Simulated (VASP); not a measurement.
Set up this calculation in VASP 6.6.1, as the native input.

* Task: relaxation of cell and atoms
* Functional: LDA
* Potentials or basis: VASP PAW LDA potentials, release 64 (Mg, O)
* Cutoff: 600 eV
* k mesh: 5 × 5 × 5
* Occupations: gaussian, width 0.01 eV
* Spin: no spin polarisation
* Target pressure: 30 GPa
* Dipole correction: no
* Further INCAR settings: ALGO = Fast; EDIFF = 1e-07; IBRION = 2; EDIFFG = -0.003; NSW = 80; ISIF = 3
* Target pressure: 30 GPa

The structure of MgO2 lies in POSCAR:

```
MgO2
1.0
    4.6429932315      0.0000000000      0.0000000000
    0.0000000000      4.6429932315      0.0000000000
    0.0000000000      0.0000000000      4.6429932315
Mg O
4 8
Direct
    0.0000000000      0.5000000000      0.5000000000
    0.5000000000      0.5000000000      0.0000000000
    0.5000000000      0.0000000000      0.5000000000
    0.0000000000      0.0000000000      0.0000000000
    0.4100304500      0.0899695500      0.9100304500
    0.0899695500      0.9100304500      0.4100304500
    0.9100304500      0.4100304500      0.0899695500
    0.5899695500      0.5899695500      0.5899695500
    0.4100304500      0.4100304500      0.4100304500
    0.0899695500      0.5899695500      0.9100304500
    0.9100304500      0.0899695500      0.5899695500
    0.5899695500      0.9100304500      0.0899695500
```

The cell is a database's computed one.

The cell isn't the ideal one: cell and atoms relaxed at 30 GPa.

The input as run:

INCAR

```
SYSTEM = MgO2
  ALGO = Fast
  EDIFF = 1E-7
  EDIFFG = -0.003
  ENCUT = 600
  IBRION = 2
  ISIF = 3
  ISMEAR = 0
  LASPH = .TRUE.
  LCHARG = .FALSE.
  LREAL = .FALSE.
  LWAVE = .FALSE.
  NELM = 100
  NSW = 80
  PREC = Accurate
  PSTRESS = 300.0
  SIGMA = 0.01
```

KPOINTS

```
k-points
0
G
  5 5 5
  0 0 0
```

Potentials or basis: VASP PAW LDA potentials, release 64 (Mg, O).

Run with:

```bash
$ cat potpaw_LDA.64/Mg/POTCAR potpaw_LDA.64/O/POTCAR > POTCAR
$ mpirun -np 1 vasp_std > vasp.out
```

Results of the run:

```yaml
Relaxed_volume: 7.80 Å³/atom
Relaxed_cell: a = 4.541 Å, b = 4.541 Å, c = 4.541 Å, α = 90.00°, β = 90.00°, γ = 90.00°
Space_group_after_relaxing_to_0.05_Å: Pa-3 (No. 205)
Energy_change_on_relaxing_the_enthalpy_is_what_falls: +71.4 meV/atom
Ionic_steps: 8
Pressure_after_relaxing: 30.0 GPa
Band_gap_on_the_k_mesh: 4.58 eV, indirect (least direct gap 4.73 eV)
```

Caveat: the cell is relaxed towards a set pressure, so the enthalpy falls and the energy may rise; an odd mesh through Γ misses points on the zone boundary, where band edges often lie.

It took 2.1 min on 1 thread of Intel(R) Xeon(R) 6975P-C (Granite Rapids) (shared host), peak memory 0.22 GiB.
